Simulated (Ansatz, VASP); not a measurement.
Given: the input of a run of VASP 6.6.1 on K2CuBr2F2. Atoms were shifted at random by some hundredths of an Å from the given cell, which wasn't relaxed again for these runs. The cell comes from a database or a generator and needn't be the stable form of this composition.

The input INCAR:

```
  ALGO = Normal
  EDIFF = 1E-7
  ENCUT = 520
  GGA = PE
  ISIF = 2
  ISMEAR = -1
  LASPH = T
  LCHARG = T
  LELF = T
  LREAL = F
  LVHAR = T
  LWAVE = F
  NBANDS = 38
  NELM = 60
  PREC = Accurate
  SIGMA = 0.05
```

The input KPOINTS:

```
k-points
0
Gamma
  5 5 4
```

POSCAR

```
K2CuBr2F2
1.0
    5.0293070000      0.0000000000      0.0000000000
    0.0000000000      5.0293070000      0.0000000000
    0.0000000000      0.0000000000      6.6348630000
Br Cu K F
2 1 2 2
Direct
    0.5012890000      0.0132910000     -0.0067450000
   -0.0042340000      0.5128210000      0.0038740000
    0.0023620000      0.0012080000      0.0047110000
    0.4928900000      0.0068110000      0.5016320000
   -0.0079600000      0.5071560000      0.4983830000
    0.4923310000      0.5070640000      0.5047640000
   -0.0008190000     -0.0029970000      0.4906150000
```

Potentials or basis: VASP PAW PBE potentials, release 64 (Br, Cu, K_sv, F).

The run is started by

```console
$ cat potpaw_PBE.64/Br/POTCAR potpaw_PBE.64/Cu/POTCAR potpaw_PBE.64/K_sv/POTCAR potpaw_PBE.64/F/POTCAR > POTCAR
$ mpirun -np 1 vasp_std > vasp.out
```

Q: Translate it to Ansatz 0.2.0. Potentials or basis there: Ansatz PAW, cutoff 420 eV.

A: As run (cutoffs and basis follow the program's own potentials, and thresholds, step limits or extra output files can differ):

input.yaml

```yaml
crystal:
  lattice:
    - [5.029307, 0.0, 0.0]
    - [0.0, 5.029307, 0.0]
    - [0.0, 0.0, 6.634863]
  atoms:
    - { symbol: Br, position: [0.501289, 0.013291, -0.006745] }
    - { symbol: Br, position: [-0.004234, 0.512821, 0.003874] }
    - { symbol: Cu, position: [0.002362, 0.001208, 0.004711] }
    - { symbol: K, position: [0.49289, 0.006811, 0.501632] }
    - { symbol: K, position: [-0.00796, 0.507156, 0.498383] }
    - { symbol: F, position: [0.492331, 0.507064, 0.504764] }
    - { symbol: F, position: [-0.000819, -0.002997, 0.490615] }
hamiltonian:
  xc: pbe
  pseudopotentials: { kind: paw }
kpoints:
  mp_grid: { grid: [5, 5, 4] }
scf:
  occupations: { method: fermi_dirac, width: 0.05 }
output:
  forces: true
  stress: true
  eigenvalues: true
```

Potentials or basis: Ansatz PAW.

Launch:

```console
$ ansatz run input.yaml --threads 4 --pin off --max-ram 10240MiB --backend cpu --events-out ev --progress --plain --runs-dir out
```

Both were run:

|  | VASP | Ansatz |
| --- | --- | --- |
| Pressure | 1.1 GPa | 1.0 GPa |
| Largest force | 0.268 eV/Å | 0.259 eV/Å |
| Energy over the undisturbed cell | 1.6 meV/atom | 1.5 meV/atom |

Ansatz's pressure holds a Pulay term of +0.16 GPa for its cutoff of 420 eV, which the other run lacks.

The potentials hold 57 and 65 valence electrons a cell.

Where Ansatz's input types no cutoff or centring, it takes its own default and a Γ-centred mesh.

Pressure is positive in compression.
